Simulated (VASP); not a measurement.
# BaTiO3: excitons from the Bethe-Salpeter equation, part 2 of 4

What does the electron-hole attraction do to the spectrum of BaTiO3? The cell has space group P4mm. The start is a cell from a database of measured crystal structures.

VASP 6.6.1, plane waves and PAW; the level of theory is named at each step.

Still holding for the runs below: This run has no spin polarisation, although Ti can carry a moment.

So far. Step 2 (Ground state): The cell has a gap of 2.18 eV on this mesh and a pressure of -3.9 GPa, which holds the misfit of the given cell and coordinates with this functional, and any error of cutoff, mesh and data sets. Spin-orbit coupling is left out, which can shift or reorder these edges. Forces of up to 0.40 eV/Å remain in these settings. Step 3 (Empty bands): WAVECAR now holds 152 bands for 40 electrons.

The database entry behind the starting cell differs from later determinations by our own check (c/a about 0.6 % short), so it need not match the best structure at ambient conditions.

## 4. G0W0

This step: G0W0 on r2SCAN, no spin polarisation; plane waves and PAW (Ba_sv_GW, Ti_sv_GW, O_GW) (VASP 6.6.1).

One pass of GW corrects the levels to first order, with G and W from the starting orbitals. LWAVE keeps the quasiparticle levels in WAVECAR, and the W files hold the screened interaction for the next step.

Input file INCAR:

```
SYSTEM = BaTiO3
PREC = Accurate
ENCUT = 440
ISMEAR = 0
SIGMA = 0.01
LREAL = .FALSE.
METAGGA = R2SCAN
LASPH = .TRUE.
NBANDS = 152
ALGO = EVGW0
NELMGW = 1
ENCUTGW = 100
NOMEGA = 48
PRECFOCK = Fast
NBANDSGW = 32
LWAVE = .TRUE.
LCHARG = .FALSE.
```

Input file POSCAR:

```
BaTiO3
1.0
    3.9998000000      0.0000000000      0.0000000000
    0.0000000000      3.9998000000      0.0000000000
    0.0000000000      0.0000000000      4.0180000000
Ba Ti O
1 1 3
Direct
    0.0000000000      0.0000000000      0.0000000000
    0.5000000000      0.5000000000      0.4900000000
    0.5000000000      0.5000000000      0.0190000000
    0.5000000000      0.0000000000      0.5170000000
    0.0000000000      0.5000000000      0.5170000000
```

Input file KPOINTS:

```
Automatic mesh
0
Gamma
6 6 6
0 0 0
```

Potentials, in the order of the species: Ba_sv_GW, Ti_sv_GW and O_GW (PBE family, release 64).

Command:

```sh
$ mpirun -np 8 vasp_std
```

What it wrote:

```text
[banner, memory and clock lines left out]
running    8 mpi-ranks, on    1 nodes
 distrk:  each k-point on    8 cores,    1 groups
 distr:  one band on    1 cores,    8 groups

 POSCAR found type information on POSCAR BaTiO
 POSCAR found :  3 types and       5 ions
 [... a notice as in an earlier step ...]

 [... a notice as in an earlier step ...]

|                                                                             |
|           W    W    AA    RRRRR   N    N  II  N    N   GGGG   !!!           |
|           W    W   A  A   R    R  NN   N  II  NN   N  G    G  !!!           |
|           W    W  A    A  R    R  N N  N  II  N N  N  G       !!!           |
|           W WW W  AAAAAA  RRRRR   N  N N  II  N  N N  G  GGG   !            |
|           WW  WW  A    A  R   R   N   NN  II  N   NN  G    G                |
|           W    W  A    A  R    R  N    N  II  N    N   GGGG   !!!           |
|                                                                             |
|     The default for ENCUTGWSOFT is different in this version of VASP.       |
|     please manually set ENCUTGWSOFT =100 in the INCAR file.                 |
|                                                                             |

 LDA part: xc-table for (None), standard interpolation
 found WAVECAR, reading the header
 POSCAR, INCAR and KPOINTS ok, starting setup
 FFT: planning ... GRIDC
 FFT: planning ... GRID_SOFT
 FFT: planning ... GRID
 reading WAVECAR
 the WAVECAR file was read successfully
 initial charge from wavefunction
 available memory per node:     75.48 GB, setting MAXMEM to     77291

 The Fermi energy was updated, please check that it is located mid-gap
 values below the HOMO (VB) or above the LUMO (CB) will cause erroneous energies
 E-fermi :   6.1927

 calculate exact exchange contribution
 the WAVEDER file was read successfully
energies w=
    0.000    0.000    0.961    0.000    1.919    0.000    2.868    0.000
    3.807    0.000    4.733    0.000    5.643    0.000    6.537    0.000
    7.415    0.000    8.276    0.000    9.122    0.000    9.955    0.000
   10.775    0.000   11.586    0.000   12.389    0.000   13.187    0.000
   13.985    0.000   14.783    0.000   15.587    0.000   16.400    0.000
   17.225    0.000   18.069    0.000   18.934    0.000   19.826    0.000
   20.753    0.000   21.721    0.000   22.738    0.000   23.813    0.000
   24.959    0.000   26.188    0.000   27.516    0.000   28.965    0.000
   30.558    0.000   32.326    0.000   34.309    0.000   36.558    0.000
   39.140    0.000   42.148    0.000   45.704    0.000   49.985    0.000
   55.248    0.000   61.884    0.000   70.514    0.000   82.190    0.000
   98.852    0.000  124.500    0.000  168.936    0.000  264.269    0.000
 responsefunction array rank=     152
 LDA part: xc-table for (None), standard interpolation

 min. memory requirement per mpi rank    618.2 MB, per node   4945.4 MB

 allocating   6 responsefunctions rank=   152
 shmem allocating  48 responsefunctions rank=   152
 response function shared by NCSHMEM nodes    1
 Doing            6  frequencies on each core in blocks of           48
NQ=   1    0.0000    0.0000    0.0000,
|.........|.........|.........|.........|.........|.........|.........|.........
 performed       1529000 updates of chi_q(r,r)
 total number of BLAS operations        264.43 Gflops
NQ=   2    0.1667    0.0000    0.0000,
|.........|.........|.........|.........|.........|.........|.........|.........
 performed       3992000 updates of chi_q(r,r)
 total number of BLAS operations        713.78 Gflops
NQ=   3    0.3333    0.0000    0.0000,
|.........|.........|.........|.........|.........|.........|.........|.........
 performed       6455000 updates of chi_q(r,r)
 total number of BLAS operations       1157.21 Gflops
NQ=   4    0.5000    0.0000    0.0000,
|.........|.........|.........|.........|.........|.........|.........|.........
 performed       8295000 updates of chi_q(r,r)
 total number of BLAS operations       1488.57 Gflops
NQ=   5    0.1667    0.1667    0.0000,
|.........|.........|.........|.........|.........|.........|.........|.........
 performed      10758000 updates of chi_q(r,r)
 total number of BLAS operations       1926.11 Gflops
NQ=   6    0.3333    0.1667    0.0000,
|.........|.........|.........|.........|.........|.........|.........|.........
 performed      13377000 updates of chi_q(r,r)
 total number of BLAS operations       2360.59 Gflops
NQ=   7    0.5000    0.1667    0.0000,
|.........|.........|.........|.........|.........|.........|.........|.........
 performed      15840000 updates of chi_q(r,r)
 total number of BLAS operations       2780.69 Gflops
NQ=   8    0.3333    0.3333    0.0000,
|.........|.........|.........|.........|.........|.........|.........|.........
 performed      18303000 updates of chi_q(r,r)
 total number of BLAS operations       3166.96 Gflops
NQ=   9    0.5000    0.3333    0.0000,
|.........|.........|.........|.........|.........|.........|.........|.........
 performed      20766000 updates of chi_q(r,r)
 total number of BLAS operations       3575.62 Gflops
NQ=  10    0.5000    0.5000    0.0000,
|.........|.........|.........|.........|.........|.........|.........|.........
 performed      22295000 updates of chi_q(r,r)
 total number of BLAS operations       3858.34 Gflops
NQ=  11    0.0000    0.0000    0.1667,
|.........|.........|.........|.........|.........|.........|.........|.........
 performed      24019000 updates of chi_q(r,r)
 total number of BLAS operations       4156.40 Gflops
NQ=  12    0.1667    0.0000    0.1667,
|.........|.........|.........|.........|.........|.........|.........|.........
 performed      27027000 updates of chi_q(r,r)
 total number of BLAS operations       4697.89 Gflops
NQ=  13    0.3333    0.0000    0.1667,
|.........|.........|.........|.........|.........|.........|.........|.........
 performed      30035000 updates of chi_q(r,r)
 total number of BLAS operations       5196.92 Gflops
NQ=  14    0.5000    0.0000    0.1667,
|.........|.........|.........|.........|.........|.........|.........|.........
 performed      32226000 updates of chi_q(r,r)
 total number of BLAS operations       5570.57 Gflops
NQ=  15    0.1667    0.1667    0.1667,
|.........|.........|.........|.........|.........|.........|.........|.........
 performed      35234000 updates of chi_q(r,r)
 total number of BLAS operations       6055.83 Gflops
NQ=  16    0.3333    0.1667    0.1667,
|.........|.........|.........|.........|.........|.........|.........|.........
 performed      38475000 updates of chi_q(r,r)
 total number of BLAS operations       6593.60 Gflops
NQ=  17    0.5000    0.1667    0.1667,
|.........|.........|.........|.........|.........|.........|.........|.........
 performed      41483000 updates of chi_q(r,r)
 total number of BLAS operations       7092.63 Gflops
NQ=  18    0.3333    0.3333    0.1667,
|.........|.........|.........|.........|.........|.........|.........|.........
 performed      44491000 updates of chi_q(r,r)
 total number of BLAS operations       7626.92 Gflops
NQ=  19    0.5000    0.3333    0.1667,
|.........|.........|.........|.........|.........|.........|.........|.........
 performed      47499000 updates of chi_q(r,r)
 total number of BLAS operations       8139.91 Gflops
NQ=  20    0.5000    0.5000    0.1667,
|.........|.........|.........|.........|.........|.........|.........|.........
 performed      49223000 updates of chi_q(r,r)
 total number of BLAS operations       8458.59 Gflops
NQ=  21    0.0000    0.0000    0.3333,
|.........|.........|.........|.........|.........|.........|.........|.........
 performed      50947000 updates of chi_q(r,r)
 total number of BLAS operations       8768.94 Gflops
NQ=  22    0.1667    0.0000    0.3333,
|.........|.........|.........|.........|.........|.........|.........|.........
 performed      53955000 updates of chi_q(r,r)
 total number of BLAS operations       9267.98 Gflops
NQ=  23    0.3333    0.0000    0.3333,
|.........|.........|.........|.........|.........|.........|.........|.........
 performed      56963000 updates of chi_q(r,r)
 total number of BLAS operations       9739.67 Gflops
NQ=  24    0.5000    0.0000    0.3333,
|.........|.........|.........|.........|.........|.........|.........|.........
 performed      59154000 updates of chi_q(r,r)
 total number of BLAS operations      10103.15 Gflops
NQ=  25    0.1667    0.1667    0.3333,
|.........|.........|.........|.........|.........|.........|.........|.........
 performed      62162000 updates of chi_q(r,r)
 total number of BLAS operations      10602.18 Gflops
NQ=  26    0.3333    0.1667    0.3333,
|.........|.........|.........|.........|.........|.........|.........|.........
 performed      65403000 updates of chi_q(r,r)
 total number of BLAS operations      11177.94 Gflops
NQ=  27    0.5000    0.1667    0.3333,
|.........|.........|.........|.........|.........|.........|.........|.........
 performed      68411000 updates of chi_q(r,r)
 total number of BLAS operations      11676.97 Gflops
NQ=  28    0.3333    0.3333    0.3333,
|.........|.........|.........|.........|.........|.........|.........|.........
 performed      71419000 updates of chi_q(r,r)
 total number of BLAS operations      12189.96 Gflops
NQ=  29    0.5000    0.3333    0.3333,
|.........|.........|.........|.........|.........|.........|.........|.........
 performed      74427000 updates of chi_q(r,r)
 total number of BLAS operations      12702.96 Gflops
NQ=  30    0.5000    0.5000    0.3333,
|.........|.........|.........|.........|.........|.........|.........|.........
 performed      76151000 updates of chi_q(r,r)
 total number of BLAS operations      13005.08 Gflops
NQ=  31    0.0000    0.0000    0.5000,
|.........|.........|.........|.........|.........|.........|.........|.........
 performed      77680000 updates of chi_q(r,r)
 total number of BLAS operations      13280.41 Gflops
NQ=  32    0.1667    0.0000    0.5000,
|.........|.........|.........|.........|.........|.........|.........|.........
 performed      80143000 updates of chi_q(r,r)
 total number of BLAS operations      13700.51 Gflops
NQ=  33    0.3333    0.0000    0.5000,
|.........|.........|.........|.........|.........|.........|.........|.........
 performed      82606000 updates of chi_q(r,r)
 total number of BLAS operations      14109.17 Gflops
NQ=  34    0.5000    0.0000    0.5000,
|.........|.........|.........|.........|.........|.........|.........|.........
 performed      84446000 updates of chi_q(r,r)
 total number of BLAS operations      14449.43 Gflops
NQ=  35    0.1667    0.1667    0.5000,
|.........|.........|.........|.........|.........|.........|.........|.........
 performed      86909000 updates of chi_q(r,r)
 total number of BLAS operations      14858.09 Gflops
NQ=  36    0.3333    0.1667    0.5000,
|.........|.........|.........|.........|.........|.........|.........|.........
 performed      89528000 updates of chi_q(r,r)
 total number of BLAS operations      15292.57 Gflops
NQ=  37    0.5000    0.1667    0.5000,
|.........|.........|.........|.........|.........|.........|.........|.........
 performed      91991000 updates of chi_q(r,r)
 total number of BLAS operations      15747.90 Gflops
NQ=  38    0.3333    0.3333    0.5000,
|.........|.........|.........|.........|.........|.........|.........|.........
 performed      94454000 updates of chi_q(r,r)
 total number of BLAS operations      16168.00 Gflops
NQ=  39    0.5000    0.3333    0.5000,
|.........|.........|.........|.........|.........|.........|.........|.........
 performed      96917000 updates of chi_q(r,r)
 total number of BLAS operations      16599.68 Gflops
NQ=  40    0.5000    0.5000    0.5000,
|.........|.........|.........|.........|.........|.........|.........|.........
 performed      98446000 updates of chi_q(r,r)
 total number of BLAS operations      16826.01 Gflops
 resolving degeneracies of screened two electron integrals

 calculate QP shifts <psi_nk| G(iteration)W_0 |psi_nk>: iteration 1
 writing wavefunctions
 entering main loop
```

Run time: 14 min. Hardware: 8 MPI ranks of Intel Xeon 6975P-C (Granite Rapids), shared host; peak memory 4.2 GiB; 1.9 h of CPU time.

OUTCAR, selected parts (step 4):

```text
The static configuration has the point symmetry C_4v.

 Found     40 irreducible k-points:

   k-points           NKPTS =     40   k-points in BZ     NKDIM =    216   number of bands    NBANDS=    152

   NELECT =      40.0000    total number of electrons

 E-fermi :   6.1927

 QP shifts <psi_nk| G(iteration)W_0 |psi_nk>: iteration 1
 for sc-GW calculations column KS-energies equals QP-energies in previous step
 and V_xc(KS)=  KS-energies - (<T + V_ion + V_H > + <T+V_H+V_ion>^1  + <V_x>^1)
 k-point   1 :       0.0000    0.0000    0.0000
  band No.  KS-energies  QP-energies   sigma(KS)   V_xc(KS)     V^pw_x(r,r')   Z            occupation Imag(sigma)
    ...
     17       3.9148       3.8703     -19.0487     -18.9878     -23.7915       0.7305       2.0000       0.4426
     18       4.8145       4.9014     -20.2691     -20.3858     -24.6656       0.7451       2.0000       0.3512
     19       4.8394       4.9019     -20.1674     -20.2512     -24.4522       0.7454       2.0000       0.3432
     20       4.8394       4.9019     -20.1674     -20.2512     -24.4522       0.7454       2.0000       0.3432
     21       7.2826       8.6479     -16.2310     -18.0701     -10.5992       0.7423       0.0000      -0.3722
     22       7.4851       8.8720     -16.4126     -18.2785     -11.0301       0.7433       0.0000      -0.3635
     23       7.4851       8.8720     -16.4126     -18.2785     -11.0301       0.7433       0.0000      -0.3635
     24       9.4009      11.2283     -18.9392     -21.4246     -13.4421       0.7352       0.0000      -0.3851
    ...

 k-point   2 :       0.1667    0.0000    0.0000
  band No.  KS-energies  QP-energies   sigma(KS)   V_xc(KS)     V^pw_x(r,r')   Z            occupation Imag(sigma)
    ...
     17       3.7460       3.6587     -18.7094     -18.5902     -23.3841       0.7327       2.0000       0.4506
     18       4.2819       4.2688     -19.5995     -19.5818     -24.0426       0.7396       2.0000       0.3889
     19       4.6263       4.6778     -20.0042     -20.0732     -24.1533       0.7460       2.0000       0.3419
     20       4.7074       4.7826     -20.1667     -20.2675     -24.5496       0.7455       2.0000       0.3536
     21       7.5059       8.8999     -16.4746     -18.3532     -11.0613       0.7420       0.0000      -0.3665
     22       7.7728       9.1839     -16.9044     -18.8278     -11.3954       0.7336       0.0000      -0.3873
     23       7.8265       9.2611     -16.8814     -18.8317     -11.4241       0.7356       0.0000      -0.3821
     24       9.4753      11.2895     -18.8689     -21.3345     -13.4231       0.7358       0.0000      -0.3851
    ...

 k-point   3 :       0.3333    0.0000    0.0000
  band No.  KS-energies  QP-energies   sigma(KS)   V_xc(KS)     V^pw_x(r,r')   Z            occupation Imag(sigma)
    ...
     17       3.3927       3.2311     -18.1151     -17.8951     -22.7325       0.7345       2.0000       0.4796
     18       3.5956       3.4784     -18.7021     -18.5427     -23.3055       0.7356       2.0000       0.4565
     19       4.3043       4.3241     -19.9673     -19.9938     -24.2116       0.7445       2.0000       0.3562
     20       4.3924       4.4427     -20.0844     -20.1519     -24.5182       0.7441       2.0000       0.3667
     21       7.5611       8.9812     -16.6070     -18.5265     -11.0816       0.7399       0.0000      -0.3762
     22       8.5846      10.0824     -17.8349     -19.9224     -12.0916       0.7175       0.0000      -0.4547
     23       8.5961      10.1113     -17.7925     -19.8979     -12.1144       0.7197       0.0000      -0.4449
     24       9.4730      11.2861     -18.8650     -21.3294     -13.4080       0.7357       0.0000      -0.3866
    ...

[... 7 parts as in an earlier step ...]

[... 5 further parts left out ...]
```

This step gave:

- quasiparticle gap on the mesh: 3.497 eV
- smallest direct quasiparticle gap on the mesh: 3.746 eV
- gap of the starting orbitals on the mesh: 2.180 eV

GW takes the gap from 2.180 to 3.497 eV. Spin-orbit coupling is left out. The value holds for 152 bands, ENCUTGW = 100 eV and this mesh, and isn't shown to be converged in them.

(Continued in part 3 of 4.)

[Lines on the potential files, build, host, timing and source positions are cut from VASP's logs without a mark.]

[Logs are printed without paths, hosts, clocks, repeated set-up lines and the standing remarks that a program may print on its own settings, such as how far it seeks lower states.]

[Hosts, paths, dates, database ids (printed as entryN), source tags and the programs' standing remarks are cut or masked in the printed files.]

[Pressures printed for these runs are not shown converged in the cutoff: they can be off by several GPa and have the wrong sign.]
